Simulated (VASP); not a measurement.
Here is the system:

```xyz
3
Lattice="0.0000 2.9971 2.9971 2.9971 0.0000 2.9971 2.9971 2.9971 0.0000" Properties=species:S:1:pos:R:3 pbc="T T T"
Pb     2.9971     5.9941     2.9971
F      1.4985     1.4985     1.4985
F      4.4956     4.4956     4.4956
```

The numbers are results of PBE GGA, VASP's PBE PAW potentials (set 64) (plane waves; VASP), not measurements. Run with 520 eV cut-off, 8×8×8 Γ-centred mesh, Gaussian smearing of 0.010 eV, potentials Pb_d F.

Unless said otherwise, spin-orbit coupling is left out, though it shifts the bands of the heavy elements here.

Problem. Predict the energy per atom (σ→0), band gap (on the k-mesh) with the smallest direct gap where there is one.

Solution. 
```yaml
band gap (on the k-mesh): 4.42 eV
smallest direct gap (on the k-mesh): 4.56 eV
energy per atom (σ→0): -4.784 eV/atom
```

The absolute energy has meaning only against runs of the same code, potentials and settings.

The compound is PbF2 in the fluorite structure, the β form. It was relaxed first.
